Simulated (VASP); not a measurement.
All values below come from MS2 meta-GGA, VASP's PBE PAW potentials (set 64) (plane waves; VASP).

VASP input:

### KPOINTS
```
Automatic
0
G
8 8 5
```

**POSCAR**
```
GaN
1
    1.5666122852    -2.7134520369     0.0000000000
    1.5666122852     2.7134520369     0.0000000000
    0.0000000000     0.0000000000     5.1017533815
Ga N
2 2
Direct
  0.6666670000   0.3333330000   0.5002965235
  0.3333330000   0.6666670000   0.0002965235
  0.6666670000   0.3333330000   0.8767034765
  0.3333330000   0.6666670000   0.3767034765
```

**INCAR**
```
PREC = Accurate
LMIXTAU = .TRUE.
LCHARG = .FALSE.
METAGGA = MS2
ALGO = Normal   # blocked Davidson
ISIF = 4   # ions and shape, fixed volume
EDIFF = 1E-7   # SCF stop (eV)
LMAXMIX = 4   # l cut-off of mixed one-centre charges
ISMEAR = 0
ENCUT = 520   # plane-wave cut-off (eV)
LASPH = .TRUE.
IBRION = 2   # conjugate gradients
LWAVE = .FALSE.
NSW = 30   # most ionic steps
SIGMA = 0.05
EDIFFG = -0.01
LREAL = .FALSE.   # projection in real space or not
SYSTEM = GaN
NELM = 100
```

POTCAR, in this order: Ga_d N (PBE.64 set). Program: vasp_std.

What VASP printed:

### OSZICAR
```
       N       E                     dE             d eps       ncg     rms          rms(c)
DAV:   1     0.228119261766E+03    0.22812E+03   -0.16873E+04  1390   0.281E+03
DAV:   2    -0.321284829167E+02   -0.26025E+03   -0.25121E+03  1534   0.490E+02
DAV:   3    -0.626814802966E+02   -0.30553E+02   -0.30330E+02  1494   0.149E+02
DAV:   4    -0.638748653692E+02   -0.11934E+01   -0.11905E+01  1930   0.314E+01
DAV:   5    -0.638900022498E+02   -0.15137E-01   -0.15117E-01  1482   0.312E+00    0.106E+01
DAV:   6    -0.349896107639E+02    0.28900E+02   -0.35859E+01  2324   0.141E+02    0.391E+00
DAV:   7    -0.313385711450E+02    0.36510E+01   -0.12725E+01  1572   0.400E+01    0.356E+00
DAV:   8    -0.315639017980E+02   -0.22533E+00   -0.72926E-01  1714   0.827E+00    0.283E+00
DAV:   9    -0.312900232692E+02    0.27388E+00   -0.77271E-01  1632   0.722E+00    0.108E+00
DAV:  10    -0.313559917199E+02   -0.65968E-01   -0.58335E-02  1422   0.199E+00    0.127E+00
DAV:  11    -0.315194396084E+02   -0.16345E+00   -0.16830E-01  1344   0.437E+00    0.175E+00
DAV:  12    -0.315375762817E+02   -0.18137E-01   -0.59494E-02  1332   0.267E+00    0.211E+00
DAV:  13    -0.314993961889E+02    0.38180E-01   -0.40080E-01  2238   0.762E+00    0.487E+00
DAV:  14    -0.315174794978E+02   -0.18083E-01   -0.65479E-02  1338   0.239E+00    0.388E+00
DAV:  15    -0.315115345431E+02    0.59450E-02   -0.49147E-02  2214   0.357E+00    0.703E-01
DAV:  16    -0.315091200423E+02    0.24145E-02   -0.11005E-02  2068   0.116E+00    0.135E-01
DAV:  17    -0.315113612187E+02   -0.22412E-02   -0.18813E-03  1368   0.431E-01    0.106E-01
DAV:  18    -0.315108526415E+02    0.50858E-03   -0.62428E-04  2246   0.255E-01    0.569E-02
DAV:  19    -0.315112744956E+02   -0.42185E-03   -0.19939E-04  1764   0.141E-01    0.251E-02
DAV:  20    -0.315111370522E+02    0.13744E-03   -0.14489E-05  1890   0.552E-02    0.144E-02
DAV:  21    -0.315111911450E+02   -0.54093E-04   -0.38206E-06  2084   0.184E-02    0.727E-03
DAV:  22    -0.315111663434E+02    0.24802E-04   -0.12184E-06  1880   0.125E-02    0.119E-03
DAV:  23    -0.315111742094E+02   -0.78659E-05   -0.16588E-07  1120   0.429E-03    0.171E-03
DAV:  24    -0.315111708897E+02    0.33197E-05   -0.10791E-08   696   0.176E-03    0.654E-04
DAV:  25    -0.315111736044E+02   -0.27147E-05   -0.22850E-08   714   0.150E-03    0.901E-05
DAV:  26    -0.315111711238E+02    0.24806E-05   -0.91810E-09   696   0.120E-03    0.106E-04
DAV:  27    -0.315111715950E+02   -0.47114E-06   -0.16725E-09   678   0.478E-04    0.422E-05
DAV:  28    -0.315111711885E+02    0.40651E-06   -0.12069E-09   678   0.358E-04    0.788E-05
DAV:  29    -0.315111711633E+02    0.25197E-07   -0.43207E-10   678   0.214E-04
   1 F= -.31511171E+02 E0= -.31511171E+02  d E =-.315112E+02
       N       E                     dE             d eps       ncg     rms          rms(c)
DAV:   1    -0.315110324453E+02    0.13874E-03   -0.18487E-02  1320   0.107E+00    0.175E-02
DAV:   2    -0.315111876361E+02   -0.15519E-03   -0.85278E-04  1388   0.295E-01    0.106E-02
DAV:   3    -0.315112089459E+02   -0.21310E-04   -0.41102E-05  1766   0.634E-02    0.699E-03
DAV:   4    -0.315111977817E+02    0.11164E-04   -0.11261E-05  1854   0.448E-02    0.258E-03
DAV:   5    -0.315112104349E+02   -0.12653E-04   -0.65860E-06  1464   0.324E-02    0.814E-04
DAV:   6    -0.315112089129E+02    0.15220E-05   -0.17310E-06  1442   0.130E-02    0.486E-04
DAV:   7    -0.315112128455E+02   -0.39326E-05   -0.25628E-07  1422   0.524E-03    0.304E-04
DAV:   8    -0.315112113795E+02    0.14660E-05   -0.37480E-08   726   0.232E-03    0.144E-04
DAV:   9    -0.315112123545E+02   -0.97498E-06   -0.80997E-09   696   0.130E-03    0.120E-04
DAV:  10    -0.315112117512E+02    0.60332E-06   -0.50427E-09   684   0.765E-04    0.746E-05
DAV:  11    -0.315112120831E+02   -0.33196E-06   -0.16938E-09   678   0.513E-04    0.347E-05
DAV:  12    -0.315112121287E+02   -0.45518E-07   -0.49000E-10   678   0.271E-04
   2 F= -.31511212E+02 E0= -.31511212E+02  d E =-.409654E-04
       N       E                     dE             d eps       ncg     rms          rms(c)
DAV:   1    -0.315112096751E+02    0.24080E-05   -0.65282E-04  1320   0.201E-01    0.330E-03
DAV:   2    -0.315112149276E+02   -0.52525E-05   -0.30273E-05  1388   0.555E-02    0.200E-03
DAV:   3    -0.315112152040E+02   -0.27638E-06   -0.14743E-06  1764   0.120E-02    0.131E-03
DAV:   4    -0.315112155912E+02   -0.38717E-06   -0.35825E-07  1280   0.841E-03    0.456E-04
DAV:   5    -0.315112141529E+02    0.14383E-05   -0.24248E-07   946   0.645E-03    0.144E-04
DAV:   6    -0.315112148547E+02   -0.70178E-06   -0.57106E-08   708   0.269E-03    0.101E-04
DAV:   7    -0.315112142161E+02    0.63860E-06   -0.13084E-08   684   0.132E-03    0.581E-05
DAV:   8    -0.315112144937E+02   -0.27761E-06   -0.40611E-09   672   0.802E-04    0.309E-05
DAV:   9    -0.315112143027E+02    0.19097E-06   -0.13856E-09   678   0.474E-04    0.282E-05
DAV:  10    -0.315112143109E+02   -0.81654E-08   -0.53256E-10   678   0.273E-04
   3 F= -.31511214E+02 E0= -.31511214E+02  d E =-.431476E-04
       N       E                     dE             d eps       ncg     rms          rms(c)
DAV:   1    -0.315113214994E+02   -0.10720E-03   -0.91950E-03  1478   0.793E-01    0.698E-02
DAV:   2    -0.315112704201E+02    0.51079E-04   -0.41553E-04  1696   0.299E-01    0.409E-02
DAV:   3    -0.315112548705E+02    0.15550E-04   -0.98927E-05  1834   0.157E-01    0.518E-03
DAV:   4    -0.315112331513E+02    0.21719E-04   -0.47837E-05  1334   0.760E-02    0.195E-03
DAV:   5    -0.315112658042E+02   -0.32653E-04   -0.10582E-05  1362   0.369E-02    0.117E-03
DAV:   6    -0.315112533455E+02    0.12459E-04   -0.13553E-06  1556   0.131E-02    0.541E-04
DAV:   7    -0.315112579850E+02   -0.46394E-05   -0.21348E-07  1314   0.440E-03    0.450E-04
DAV:   8    -0.315112573374E+02    0.64756E-06   -0.13315E-08   756   0.135E-03    0.407E-04
DAV:   9    -0.315112599416E+02   -0.26042E-05   -0.29428E-08   696   0.183E-03    0.249E-04
DAV:  10    -0.315112583967E+02    0.15449E-05   -0.10697E-08   684   0.134E-03    0.889E-05
DAV:  11    -0.315112584293E+02   -0.32690E-07   -0.22122E-09   678   0.591E-04
   4 F= -.31511258E+02 E0= -.31511258E+02  d E =-.441185E-04
       N       E                     dE             d eps       ncg     rms          rms(c)
DAV:   1    -0.315112860996E+02   -0.27703E-04   -0.21777E-03  1478   0.386E-01    0.340E-02
DAV:   2    -0.315112714393E+02    0.14660E-04   -0.98392E-05  1696   0.145E-01    0.199E-02
DAV:   3    -0.315112772288E+02   -0.57894E-05   -0.23369E-05  1826   0.766E-02    0.252E-03
DAV:   4    -0.315112614754E+02    0.15753E-04   -0.11276E-05  1340   0.369E-02    0.948E-04
DAV:   5    -0.315112759818E+02   -0.14506E-04   -0.25009E-06  1374   0.179E-02    0.571E-04
DAV:   6    -0.315112692447E+02    0.67371E-05   -0.31850E-07  1404   0.639E-03    0.267E-04
DAV:   7    -0.315112715614E+02   -0.23167E-05   -0.50836E-08   804   0.229E-03    0.210E-04
DAV:   8    -0.315112709248E+02    0.63655E-06   -0.78718E-09   678   0.104E-03    0.185E-04
DAV:   9    -0.315112723094E+02   -0.13846E-05   -0.60900E-09   666   0.950E-04    0.113E-04
DAV:  10    -0.315112717572E+02    0.55227E-06   -0.33019E-09   660   0.726E-04    0.485E-05
DAV:  11    -0.315112717501E+02    0.70668E-08   -0.82253E-10   660   0.342E-04
   5 F= -.31511272E+02 E0= -.31511272E+02  d E =-.574392E-04
```

File OUTCAR:
```
------------------------ aborting loop because EDIFF is reached ----------------------------------------
  FORCE on cell =-STRESS in cart. coord.  units (eV):
  Direction    XX          YY          ZZ          XY          YZ          ZX
  --------------------------------------------------------------------------------------
  Total        1.7700466      1.7700466      1.7222932      0.0000000      0.0000000      0.0000000
  in kB       65.3825954     65.3825934     63.6186615      0.0000000      0.0000000      0.0000000
  external PRESSURE =      64.7946168 kB  Pullay stress =       0.0000000 kB
  volume of cell :       43.37
      direct lattice vectors                 reciprocal lattice vectors
     1.567242584 -2.714543741 -0.000000000     0.319031658 -0.184193016  0.000000000
     1.567242584  2.714543741  0.000000000     0.319031658  0.184193016  0.000000000
     0.000000000  0.000000000  5.097650667     0.000000000 -0.000000000  0.196168797
  FREE ENERGIE OF THE ION-ELECTRON SYSTEM (eV)
  ---------------------------------------------------
  free  energy   TOTEN  =       -31.5112717501 eV

  energy  without entropy=      -31.5112717501  energy(sigma->0) =      -31.51127175

 reached required accuracy - stopping structural energy minimisation
```
(Selected blocks of OUTCAR.)

File CONTCAR:
```
GaN
   1.00000000000000
     1.5672425838184181   -2.7145437412206586   -0.0000000000000000
     1.5672425838184181    2.7145437412206586    0.0000000000000000
     0.0000000000000000    0.0000000000000000    5.0976506671893338
  Ga              N
     2     2
Direct
     0.6666669999999968    0.3333330000000032    0.4999279738090387
     0.3333330000000032    0.6666669999999968    0.9999279738090388
     0.6666669999999968    0.3333330000000032    0.8770720261909566
     0.3333330000000032    0.6666669999999968    0.3770720261909566
```

The compound is GaN in the wurtzite structure. This cell is one point of a volume scan, at 0.97 of the reference volume. Symmetry was kept, so distortions that lower it aren't found.
